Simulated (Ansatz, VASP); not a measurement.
**Cross-check of AlN between VASP and Ansatz**

One calculation is typed for both programs; each brings its own data sets. How far apart do they land? The cell is taken from a series of runs on this material, whose earlier steps may have relaxed, scaled, displaced or heated it; both programs get it as it stands.

Program: Ansatz 0.2.0. Level of theory: plane waves, with VASP 6.6.1 beside it; zone-centre phonons at PBE. Results are calculated unless marked as measured.

## Step 1: Set-up

The structure is hexagonal, space group P6_3mc (No. 186). The conventional cell has a = 3.132 Å, b = 3.132 Å, c = 5.025 Å, α = 90.00°, β = 90.00°, γ = 120.00°. Nearest to Al lie 4 N at 1.90 to 1.92 Å. Nearest to N lie 4 Al at 1.90 to 1.92 Å. Farther neighbours and most contacts between anions are not listed.

Structure file:

```
Al N
1.0
     3.13218    0.00000    0.00000
    -1.56609    2.71254    0.00000
     0.00000    0.00000    5.02455
Al N
2 2
Direct
  0.33333 0.66667 0.99933
  0.66667 0.33333 0.49933
  0.33333 0.66667 0.38067
  0.66667 0.33333 0.88067
```

## Step 2: Ansatz: zone-centre phonons, PBE

Ansatz runs on its default PAW (the set named soft_2) files.

Second derivatives magnify differences that forces hide, and they need a tight electronic threshold.

The input, input.yaml:

```yaml
crystal:
  lattice:
    - [3.1321754261, 0.0, 0.0]
    - [-1.5660877138, 2.7125434877, 0.0]
    - [0.0, 0.0, 5.0245496105]
  atoms:
    - { symbol: Al, position: [0.3333333333, 0.6666666667, -0.0006735727] }
    - { symbol: Al, position: [0.6666666667, 0.3333333333, 0.4993264273] }
    - { symbol: "N", position: [0.3333333333, 0.6666666667, 0.3806735727] }
    - { symbol: "N", position: [0.6666666667, 0.3333333333, 0.8806735727] }
kpoints:
  mp_grid: { grid: [9, 9, 4] }
hamiltonian:
  xc: pbe
scf:
  occupations: { method: fixed }
output:
  eigenvalues: true
phonons:
  method: dfpt
  dielectric: true
  rigid_motions: translations
```

Started as:

```sh
ansatz run input.yaml --threads 4 --pin off --max-ram 8192MiB --backend cpu --events-out ev --progress --plain --runs-dir out
```

Numbers of over 12 decimals in the logs are rounded to 6 here.

Log:

```text
Engine: ansatz 0.2.0, x86_64-unknown-linux-gnu
Pseudopotentials: kind: paw
Pseudopotential: Al, paw, valence charge 3, recommended cutoff 420 eV (normal), Al.paw.azcp
Pseudopotential: N, paw, valence charge 5, recommended cutoff 420 eV (normal), N.paw.azcp
Functional definition: PBE
  parameter kappa = 0.804
  parameter beta = 0.066725
  exchange = pbe_x(kappa = kappa, mu = beta*pi^2/3)
  correlation = pbe_c(beta = beta)
Crystal: 4 atoms, lattice volume = 42.689 Å³
Basis set: ecut = 420 eV, 833 PW (Γ), exchange–correlation on 48×48×72 points (8 copies of the dense FFT grid, shifted against one another)
Bands: 12, of which v1, the nominal top of the filled ones, is band 8 counted from 1 (7 counted from 0)
Symmetry: 12 space group operations
k-points: 95 of 324 (irreducible under 2 space group operations, time reversal used)
Non-local potential: Al, projectors of the file, l = 0: 2, l = 1: 2, l = 2: 1
Non-local potential: N, projectors of the file, l = 0: 2, l = 1: 2, l = 2: 1
PAW form: soft (Blöchl's): semilocal exchange-correlation on the pseudo side does not see the compensation charge
PAW one-centre angular grid: Al, 110 points (default); XC on 64 Gauss nodes
PAW one-centre angular grid: N, 110 points (default); XC on 64 Gauss nodes
Initial density: superposition of atomic densities (neutral atoms: chi_scale 0, normalization atom), corrected by the library's trained network
Initial wavefunctions: pseudopotential atomic-orbital guess
Functional: x = pbe(κ = 0.804, μ = 0.219515), c = pbe(β = 0.066725)
SCF iter   1: F=—  HF=-1848.507337 eV  |F-HF|=—  |Δ(HF+E_count)|=         —  Δρ=8.11e-4  dr2=1.31e-4  ethr=1.77e-3  ⟨swp⟩=4.9  Hψ=6298  notcnv=0  defer=177
preconditioner: auto → none  [insulator: Δε(μ)=4.013 eV  Ē_g=12.962 eV  n_scr=8 (ndim 8)  ℏωp=22.7 eV  f_vac=0.000  ε∞_Penn≈4.1]
SCF iter   2: F=—  HF=-1848.507657 eV  |F-HF|=—  |Δ(HF+E_count)|=   3.20e-4  Δρ=4.19e-4  dr2=2.27e-5  ethr=8.17e-7  ⟨swp⟩=2.3  Hψ=2840  notcnv=0  defer=190
SCF iter   3: F=—  HF=-1848.507722 eV  |F-HF|=—  |Δ(HF+E_count)|=   6.57e-5  Δρ=1.84e-4  dr2=5.59e-6  ethr=1.42e-7  ⟨swp⟩=2.0  Hψ=1712  notcnv=0  defer=60
SCF iter   4: F=—  HF=-1848.507739 eV  |F-HF|=—  |Δ(HF+E_count)|=   1.69e-5  Δρ=1.49e-5  dr2=4.58e-8  ethr=3.49e-8  ⟨swp⟩=2.0  Hψ=1900  notcnv=0  defer=6
SCF iter   5: F=—  HF=-1848.507739 eV  |F-HF|=—  |Δ(HF+E_count)|=   4.80e-8  Δρ=3.76e-6  dr2=2.53e-9  ethr=2.86e-10  ⟨swp⟩=2.7  Hψ=2044  notcnv=0
SCF iter   6: F=-1848.507739 eV  HF=-1848.507739 eV  |F-HF|=2.27e-11  |Δ(HF+E_count)|=   4.72e-9  Δρ=3.75e-7  dr2=3.49e-11  ethr=1.00e-12  ⟨swp⟩=5.5  Hψ=7320  notcnv=0
SCF 1 converged in 6 iterations: F = -1848.507739 eV  dr2 = 3.49e-11
  greatest PAW one-centre occupation: 0.787 electrons in one spin orbital (limit 2), on the N atom at site 3 (counted from 0), in its partial waves of l = 0
NSCF: frozen V_eff on 4 k-points
DFPT response loops at Γ: preconditioner auto → none (the input reference at scf.mixing.eps_inf says where Resta's filter doesn't serve); β = 0.50; Broyden in place of MSR1
── the response to a field inside a basis, on 10×10×4 k-points: an SCF that follows is theirs, and a resumed run solves both again ──
Bands: 9, of which v1, the nominal top of the filled ones, is band 8 counted from 1 (7 counted from 0)
k-points: 60 of 400 (irreducible under 4 space group operations, time reversal used)
Initial density: handed on by an earlier stage of this run
Initial wavefunctions: pseudopotential atomic-orbital guess (no wavefunctions were taken with the density)
Eigensolver: Dense (60 Hₖ)
SCF iter   1: F=—  HF=-1848.510857 eV  |F-HF|=—  |Δ(HF+E_count)|=         —  Δρ=3.92e-4  dr2=9.59e-6  ethr=1.00e-1
preconditioner: auto → none  [insulator: Δε(μ)=4.642 eV  Ē_g=11.040 eV  n_scr=8 (ndim 8)  ℏωp=22.7 eV  f_vac=0.000  ε∞_Penn≈5.2]
SCF iter   2: F=—  HF=-1848.510872 eV  |F-HF|=—  |Δ(HF+E_count)|=   1.44e-5  Δρ=1.87e-4  dr2=2.74e-6  ethr=5.99e-8
SCF iter   3: F=—  HF=-1848.510877 eV  |F-HF|=—  |Δ(HF+E_count)|=   4.97e-6  Δρ=7.43e-5  dr2=6.32e-7  ethr=1.71e-8
SCF iter   4: F=-1848.510877 eV  HF=-1848.510877 eV  |F-HF|=4.89e-9  |Δ(HF+E_count)|=   5.74e-7  Δρ=5.73e-6  dr2=3.78e-9  ethr=3.95e-9
SCF 1 converged in 4 iterations: F = -1848.510877 eV  dr2 = 3.78e-9
  greatest PAW one-centre occupation: 0.786 electrons in one spin orbital (limit 2), on the N atom at site 3 (counted from 0), in its partial waves of l = 0
DFPT response loops at Γ: mixed as the last ones told, above
WARN: field response: ε∞ stands inside a basis, on 10×10×4 points; the force constants stand on the 9×9×4 k-mesh, whose period is 12.35 times the interband length at k = (0.0000, 0.0000, 0.0000), direct gap 4.016 eV, under 14: take them and everything formed from them as unconverged, and compare with a denser kpoints.mp_grid
SCF converged after 6 iterations
Free energy (F): -1848.507739 eV
Harris-Foulkes:  -1848.507739 eV  (|F-HF|=2.27e-11)
Internal energy: -1848.507739 eV  (E = F + TS)
E sigma→0 (E₀):  -1848.507739 eV
Fermi energy:    6.911484 eV
--- Per-component energies (eV) ---
  E_band       = 27.507158
  E_kinetic    = 317.098239
  E_local      = -452.067346  (includes V_loc(G=0)·N_el)
  E_nonlocal   = 110.460493
  E_hartree    = 156.771722
  E_xc         = -203.184488
  E_vxc        = -215.295050  (∫ρ·V_xc dr)
  E_paw        = -1190.033077  (= ΣΔE_a)
  E_vpaw       = -46.232867  (= ΣTr[D̂ρ^β])
  E_aug_tail   = 0.000195  (compensation charges beyond the density's cutoff)
  E_ewald      = -587.553478
  E_smearing   = -0.000000  (= −TS)
  E_closure    = 0.000000  (closes the sum)
  Σ components = -1848.507739   (vs F -1848.507739, Δ=0.00e0)
--- Band table (eV; the first three rows and the last of 95) ---
  k-point 0: bands = [... 4 lower, 6.0794, 6.7164, 6.7164, 6.9115, 10.9276, 13.4138, 17.3436, 17.9402]
  k-point 1: bands = [... 4 lower, 6.1679, 6.1679, 6.6186, 6.6186, 11.8989, 13.5263, 17.0148, 17.9129]
  k-point 2: bands = [... 4 lower, 6.3889, 6.3889, 6.3889, 6.3889, 13.2028, 13.2028, 17.0687, 17.0687]
  k-point 94: bands = [... 4 lower, 4.4235, 4.4235, 5.8458, 5.8458, 13.3982, 13.3982, 16.1227, 16.1227]
--- Phonons (Γ-DFPT): 4 representative perturbations + reference, on 95 of 324 k-points (Σ response iterations 12) ---
  k mesh reduced under 2 symmetry operations, with k and −k counted as one. Each operation leaves every solved perturbation unchanged. A smaller set is not considered because the run solves the response to a homogeneous field
  ASR residual: 1.540e-3 → 0.000e0 eV/Å²; symmetrization residual: 3.419e-4 eV/Å²
  ASR residual per site (eV/Å²): 1.54e-3 1.54e-3 2.41e-4 2.41e-4
  Γ frequencies (cm⁻¹): 0.00 0.00 0.00 236.40 236.40 534.42 591.95 632.25 632.25 645.31 645.31 702.78
  ε∞ (high-frequency dielectric tensor):
        4.480935     0.000000     0.000000
        0.000000     4.480935    -0.000000
        0.000000    -0.000000     4.702204
  ε⁰ (static dielectric tensor: ions relaxed, cell fixed):
        8.321374     0.000000     0.000000
        0.000000     8.321374    -0.000000
        0.000000    -0.000000     9.856618
  ε⁰ − ε∞ (ionic part):
        3.840440     0.000000     0.000000
        0.000000     3.840440    -0.000000
        0.000000    -0.000000     5.154413
  softest optical mode at Γ: 236.40 cm⁻¹; the repairs (sum rule, projections) moved no ω² at Γ by more than (9.76 cm⁻¹)²
  Born effective charges Z* (e; rows j = field, columns β = displacement):
    site 0:
         2.52913    0.00000    0.00000
         0.00000    2.52913   -0.00000
         0.00000   -0.00000    2.68773
    site 1:
         2.52913    0.00000    0.00000
         0.00000    2.52913   -0.00000
         0.00000   -0.00000    2.68773
    site 2:
        -2.52913   -0.00000   -0.00000
        -0.00000   -2.52913    0.00000
        -0.00000    0.00000   -2.68773
    site 3:
        -2.52913   -0.00000   -0.00000
        -0.00000   -2.52913    0.00000
        -0.00000    0.00000   -2.68773
  Z* charge neutrality: 1.503e-3 e pre-enforcement
  solved inside a basis spanned on kpoints, on 10×10×4 k-points, its susceptibility summed on 12×12×6: ε∞ is read to err by 1.6e-2, Z* by 1.2e-2 e (field_mesh: kpoints solves on kpoints); Z* is corrected for what the basis lacks
  optical modes at Γ without the LO–TO term, one row a degenerate level:
      ω (cm⁻¹)  modes    IR ((D/Å)²/amu)
        236.40      2             0.0000
        534.42      1             0.0000
        591.95      1            36.1505
[...]
optical modes at Γ + LO–TO along q̂ = [1.0000, 0.0000, 0.0000]:
      ω (cm⁻¹)  modes    IR ((D/Å)²/amu)
[...]
optical modes at Γ + LO–TO along q̂ = [0.0000, 1.0000, 0.0000]:
      ω (cm⁻¹)  modes    IR ((D/Å)²/amu)
[...]
702.78      1             0.0000
        879.40      1            32.0099
  optical modes at Γ + LO–TO along q̂ = [0.0000, 0.0000, 1.0000]:
      ω (cm⁻¹)  modes    IR ((D/Å)²/amu)
        236.40      2             0.0000
        534.42      1             0.0000
        632.25      2             0.0000
        645.31      2            64.0198
        702.78      1             0.0000
        857.04      1            36.1505
```

(Continued in part 2 of 3.)

[Lines on the potential files, build, host, timing and source positions are cut from VASP's logs without a mark.]

[Logs are printed without paths, hosts, clocks, repeated set-up lines and the standing remarks that a program may print on its own settings, such as how far it seeks lower states.]

[Hosts, paths, dates, database ids (printed as entryN), source tags and the programs' standing remarks are cut or masked in the printed files.]
